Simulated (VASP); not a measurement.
Runs of VASP 6.6.1 on ZrB2. Symmetry: P6/mmm, No. 191, hexagonal system. Conventional cell: a = 3.168 Å, b = 3.168 Å, c = 3.552 Å, α = 90.00°, β = 90.00°, γ = 120.00°. Around Zr (site symmetry 6/mmm) lie 12 B at 2.55 Å. B (site symmetry -6m2) has 3 B at 1.83 Å as nearest neighbours. The cell is a database's computed one.

```tsv
task	cell	k mesh	cutoff (eV)	mesh quality	gap on the mesh (eV)	pressure (GPa)	relaxed volume (Å³/atom)
single point	P6/mmm, 10.29 Å³/atom	6 × 6 × 6	520	coarse	none	-5.9	-
relaxation of cell and atoms	relaxed	6 × 6 × 6	600	coarse	none	0.0	10.03
single point	P6/mmm, 10.02 Å³/atom	18 × 18 × 14	520	not flagged	none	0.2	-
single point	P6/mmm, 10.03 Å³/atom	6 × 6 × 6	520	coarse	none	(a)	-
relaxation of cell and atoms	relaxed	18 × 18 × 14	600	not flagged	none	0.0	10.03
```

Alike in all rows: level PBE+D3(BJ); potentials or basis VASP PAW PBE potentials, release 64 (Zr_sv, B); no spin polarisation; smearing gaussian 0.1 eV.

Problem. Estimate the missing entries.

Solution. (a) 0.1.

Caveats: some runs use coarse meshes; pairwise dispersion overbinds metals, which lowers pressure and volume.

A k mesh can miss the band edges, and the runs leave out spin-orbit coupling on Zr.

A gap of «none» marks a metal or a gap under the smearing width.
